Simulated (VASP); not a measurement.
Energy against volume of Ru (hcp). These are vdW-DF2, VASP's PBE PAW potentials (set 64) (plane waves; VASP) values and carry that method's errors. Numerical set-up: 520 eV cut-off, 15×15×8 Γ-centred mesh, first-order Methfessel-Paxton smearing of 0.10 eV, potentials Ru_pv.

Shape and ions are relaxed at each volume.

```json
[
 {"V (Å³/atom)": "14.408", "E (eV/atom)": "-4.90106"},
 {"V (Å³/atom)": "14.854", "E (eV/atom)": "-4.91221"},
 {"V (Å³/atom)": "15.300", "E (eV/atom)": "-4.90274"},
 {"V (Å³/atom)": "15.745", "E (eV/atom)": "-4.87608"}
]
```

Question: Fit these four points and predict the energy of the run at 13.963 Å³/atom.

Answer: A cubic in V^(−2/3), the third-order Birch-Murnaghan form, passes through the four points with V0 = 14.86 Å³/atom and B0 = 246 GPa, and gives -4.8654 eV/atom there. The run gave -4.8652 eV/atom, +0.1 meV/atom from the fit; all five points give B0 = 246 GPa.

The compound is Ru in the hcp structure. It was relaxed first, which changed the volume by +9 %.
